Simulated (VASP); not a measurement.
A run of VASP 6.6.1 is set up as follows.

The input INCAR:

```
SYSTEM = B2C
PREC     = Normal         ! precision mode
ENCUT    = 520            ! plane-wave cutoff, eV
EDIFF    = 1E-4           ! SCF threshold, eV
ISMEAR   = 0              ! smearing method
SIGMA    = 0.15           ! smearing width, eV
LREAL    = .FALSE.        ! projectors in reciprocal space
LASPH    = .TRUE.         ! aspherical terms in the spheres
NELM     = 60             ! most SCF steps
ALGO     = Fast           ! electronic algorithm
ISIF     = 3              ! what is computed and relaxed
LWAVE    = .FALSE.        ! write WAVECAR
LCHARG   = .FALSE.        ! write CHGCAR
GGA      = PE             ! functional
IBRION   = 2              ! ionic algorithm
NSW      = 24             ! ionic steps
EDIFFG   = -0.08          ! ionic threshold
KPAR     = 2
```

Contents of KPOINTS:

```
Automatic mesh
0
G
  7 7 7
  0 0 0
```

The input POSCAR:

```
B2C
1.0
    0.0000000000      2.4283136900      2.4283136900
    2.4283136900      0.0000000000      2.4283136900
    2.4283136900      2.4283136900      0.0000000000
B C
2 1
Direct
    0.5000000000      0.5000000000      0.5000000000
    0.2500000000      0.2500000000      0.2500000000
    0.7500000000      0.7500000000      0.7500000000
```

Potentials or basis: VASP PAW PBE potentials, release 64 (B, C).

Run with:

```sh
$ cat potpaw_PBE.64/B/POTCAR potpaw_PBE.64/C/POTCAR > POTCAR
$ mpirun -np 2 vasp_std > vasp.out
```

Question: Predict the space group after relaxing (to 0.05 Å).

Answer: F-43m (No. 216).

Question: Predict the band gap on the k mesh.

Answer: None (metal or under the smearing width).

Question: What does it give for the relaxed cell?

Answer: a = 3.006 Å, b = 3.006 Å, c = 3.006 Å, α = 60.00°, β = 60.00°, γ = 60.00°.

Question: What does it give for the relaxed volume?

Answer: 6.40 Å³/atom.

The path:
| step | energy change (eV) | largest force (eV/Å) | pressure (GPa) | volume (Å³) |
| --- | --- | --- | --- | --- |
| 1 | 0.0000 | 0.0000 | -37.42 | 28.64 |
| 2 | -1.4293 | 0.0000 | -10.46 | 20.36 |
| 3 | -1.4647 | 0.0000 | 1.59 | 19.20 |

Caveat: the volume moved by over 15 % at a fixed basis, so the end points are rough; the relaxation stopped at a loose force limit of 0.08 eV/Å, so its end isn't a converged minimum.
